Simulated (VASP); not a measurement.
Ag: single point with PBEsol

Crystal: Ag.

```xyz
1
Lattice="0.0000 2.0675 2.0675 2.0675 0.0000 2.0675 2.0675 2.0675 0.0000" Properties=species:S:1:pos:R:3 pbc="T T T"
Ag    0.0000    0.0000    0.0000
```

```yaml
Program: VASP 6.6.1
Task: single point
Functional: PBEsol
Potentials_or_basis: VASP PAW PBE potentials, release 64 (Ag)
Cutoff: 520 eV
k_mesh: 18 × 18 × 18
Occupations: gaussian, width 0.1 eV
Spin: no spin polarisation
```

```json
{
  "Pressure": "-6.1 GPa",
  "Band gap on the k mesh": "none (metal or under the smearing width)"
}
```

Levels at points of the mesh, in eV from the Fermi level:
```
           k point  band 2  band 3  band 4  band 5  band 6  band 7  band 8  band 9  band 10  band 11
(0.00, 0.00, 0.00)   -4.58   -4.58   -4.58   -3.60   -3.60   15.96   19.32   19.32    19.32    24.06
(0.50, 0.00, 0.00)   -4.60   -4.60   -2.85   -2.85   -0.30    3.45   15.19   17.50    17.50    22.37
(0.50, 0.50, 0.00)   -6.00   -2.88   -2.65   -2.65    1.64    6.50   10.48   10.48    16.80    16.81
```

Wall time 17 s on 1 thread of Intel(R) Xeon(R) 6975P-C (Granite Rapids), on a shared host, peak memory 0.17 GiB.

Caveat: the PAW data sets were made with another functional, which shifts forces and pressure a little.
